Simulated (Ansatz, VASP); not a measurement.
**Si5P2: VASP beside Ansatz**

```xyz
7
Lattice="3.7793 0.0000 0.0000 -1.8897 3.2730 0.0000 0.0000 0.0000 10.8335" Properties=species:S:1:pos:R:3 pbc="T T T"
Si    0.0000    2.1820    3.4111
Si    1.8897    1.0910    7.4225
Si    0.0000    0.0000    4.2400
Si    0.0000    0.0000    6.5935
Si    0.0000    0.0000    0.0000
P     0.0000    2.1820    1.1574
P     1.8897    1.0910    9.6761
```

Alike in both runs: functional PBE; k mesh 5 × 5 × 2; occupations gaussian, width 0.2 eV; no spin polarisation.

Ansatz relaxed the structure, and its values are those at the end. VASP's run is a single point on that final structure, the one shown.

|  | VASP | Ansatz |
| --- | --- | --- |
| version | VASP 6.6.1 | Ansatz 0.2.0 |
| potentials or method | VASP PAW PBE potentials, release 64 (Si, P) | scalar-relativistic, plane waves, PAW |
| plane-wave cutoff (eV) | 520 | 420 |
| valence electrons in the cell | 30 | 30 |

|  | VASP | Ansatz | Ansatz less VASP |
| --- | --- | --- | --- |
| gap on the k mesh at the Fermi level (eV) | none | none | - |
| pressure (GPa) | -0.1 | 0.0 | +0.10 |
| rms of the force components (eV/Å) | 0.020 | 0.024 | +0.0038 |

A gap of «none» marks a metal or a gap that the smearing closes. The functional is the same, so the differences come from potentials, cutoffs and numerics.

Caveats: the k mesh is coarse (spacing up to 0.38 Å⁻¹), so the values aren't converged.
